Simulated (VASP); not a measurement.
Here is a VASP 6.6.1 calculation.

INCAR

```
  ALGO = Normal
  EDIFF = 1E-7
  ENCUT = 520
  GGA = CA
  ISIF = 2
  ISMEAR = -1
  LASPH = True
  LCHARG = True
  LELF = True
  LREAL = False
  LVHAR = True
  LWAVE = False
  NBANDS = 32
  NELM = 60
  PREC = Accurate
  SIGMA = 0.15
```

KPOINTS

```
k-points
0
Gamma
  5 5 5
```

File POSCAR:

```
Zr3Ag
1.0
    4.4165000000      0.0000000000      0.0000000000
    0.0000000000      4.4165000000      0.0000000000
    0.0000000000      0.0000000000      4.4165000000
Zr Ag
3 1
Direct
    0.5000000000      0.5000000000      0.0000000000
    0.0000000000      0.5000000000      0.5000000000
    0.5000000000      0.0000000000      0.5000000000
    0.0000000000      0.0000000000      0.0000000000
```

Potentials or basis: VASP PAW LDA potentials, release 64 (Zr_sv, Ag).

Run with:

```sh
$ cat potpaw_LDA.64/Zr_sv/POTCAR potpaw_LDA.64/Ag/POTCAR > POTCAR
$ mpirun -np 1 vasp_std > vasp.out
```

Task: Estimate the pressure.

Result: -7.6 GPa.

Task: Estimate the band gap on the k mesh.

Result: None (metal or under the smearing width).
